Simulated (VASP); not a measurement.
```
CELL_PARAMETERS angstrom
      0.00000     3.68931     3.68931
      3.68931     0.00000     3.68931
      3.68931     3.68931     0.00000
ATOMIC_POSITIONS crystal
  K  0.25000 0.25000 0.25000
  K  0.75000 0.75000 0.75000
  S  0.00000 0.00000 0.00000
```

All values below come from vdW-DF-cx, VASP's PBE PAW potentials (set 64) (plane waves; VASP). Numerical set-up: 520 eV cut-off, 6×6×6 Γ-centred mesh, tetrahedra with Blöchl corrections, potentials K_sv S.

Predict the energy per atom (σ→0), band gap (on the k-mesh) with the smallest direct gap where there is one.

```
Property                                     Result
-----------------------------------  --------------
band gap (on the k-mesh)                    2.41 eV
smallest direct gap (on the k-mesh)         2.62 eV
energy per atom (σ→0)                -1.202 eV/atom
```

The absolute energy has meaning only against runs of the same code, potentials and settings.

The compound is K2S in the antifluorite structure. It was relaxed first.
